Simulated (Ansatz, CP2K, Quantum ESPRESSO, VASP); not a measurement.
# One calculation of Fe, 4 ways

```
Fe
1.0
     2.31119    0.00000    0.00000
     0.00000    2.31119    0.00000
     0.00000    0.00000   23.80000
Fe
1
Cartesian
  0.0000 0.0000 7.0001
```

Alike in all runs: functional PBE; k mesh 11 × 11 × 1; occupations fermi-dirac, width 0.05 eV; collinear spin, ferromagnetic start; no spin-orbit coupling.

```csv
program and potentials,plane-wave cutoff (eV),notes,net moment per atom (μB)
"Ansatz, all-electron LAPW, scalar-relativistic",-,-,2.74
"VASP, PBE PAW files Fe, 520 eV",520,8 valence electrons an atom on average,2.73
"CP2K, POTENTIAL_UZH Fe GTH-PBE-q16; TZVP-MOLOPT-PBE-GTH basis",-,atomic basis; 16 valence electrons an atom on average,2.79
"Quantum ESPRESSO, PseudoDojo 0.4.1 SR PBE standard",1225,16 valence electrons an atom on average,?
```

Q: Estimate from the other rows what the run with Quantum ESPRESSO, PseudoDojo 0.4.1 SR PBE standard gave.

A: Net moment per atom 2.76 μB. The other rows, which needn't bracket it: net moment per atom 2.73 to 2.79.
